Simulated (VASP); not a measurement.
An input for Quantum ESPRESSO's pw.x (written as the equivalent of a VASP run, and not itself run):

```
&CONTROL
  calculation = 'vc-relax'
  pseudo_dir = './pseudo'
  outdir = './out'
  tprnfor = .true.
  tstress = .true.
  nstep = 60
  forc_conv_thr = 0.00039
/
&SYSTEM
  ibrav = 0
  nat = 2
  ntyp = 2
  ecutwfc = 90
  occupations = 'smearing'
  smearing = 'methfessel-paxton'
  degauss = 0.00735
  input_dft = 'pbe'
  vdw_corr = 'grimme-d3'
  dftd3_version = 3
  dftd3_threebody = .false.
/
&ELECTRONS
  conv_thr = 7.3e-08
  electron_maxstep = 100
/
&IONS
/
&CELL
/
ATOMIC_SPECIES
  Al 26.982 Al.upf
  Fe 55.845 Fe.upf
CELL_PARAMETERS angstrom
     2.9100000    0.0000000    0.0000000
     0.0000000    2.9100000    0.0000000
     0.0000000    0.0000000    2.9100000
ATOMIC_POSITIONS crystal
  Al   0.5000000  0.5000000  0.5000000
  Fe   0.0000000  0.0000000  0.0000000
K_POINTS automatic
  11 11 11 0 0 0
```

**Question.** Write the VASP files for the same calculation (PBE-D3 (zero damping)).

**Answer.** One answer among several that fit: 
File KPOINTS:
```
Automatic mesh
0
Gamma
11 11 11
0 0 0
```

POSCAR:
```
FeAl
1
    2.9100000000     0.0000000000     0.0000000000
    0.0000000000     2.9100000000     0.0000000000
    0.0000000000     0.0000000000     2.9100000000
Al Fe
1 1
Direct
  0.5000000000   0.5000000000   0.5000000000
  0.0000000000   0.0000000000   0.0000000000
```

**INCAR**
```
ALGO = Normal
EDIFF = 1E-6
EDIFFG = -0.01
ENCUT = 520
GGA = PE
IBRION = 2
ISIF = 3
ISMEAR = 1
IVDW = 11
LASPH = .True.
LCHARG = .False.
LMAXMIX = 4
LREAL = .False.
LWAVE = .False.
NELM = 100
NSW = 60
PREC = Accurate
SIGMA = 0.1
SYSTEM = FeAl
```

POTCAR, in this order: Al Fe (PBE.64 set). Program: vasp_std.

Limits of the translation: the potentials are each code's own (VASP's PAW set, PseudoDojo norm-conserving files in pw.x), so ENCUT and ecutwfc are chosen apart and not converted; conv_thr bounds pw.x's estimated SCF error, while EDIFF bounds the energy change between steps; forc_conv_thr acts on force components and is met together with etot_conv_thr.

The compound is FeAl in the CsCl type structure. This run relaxes it. Symmetry was kept, so distortions that lower it aren't found.
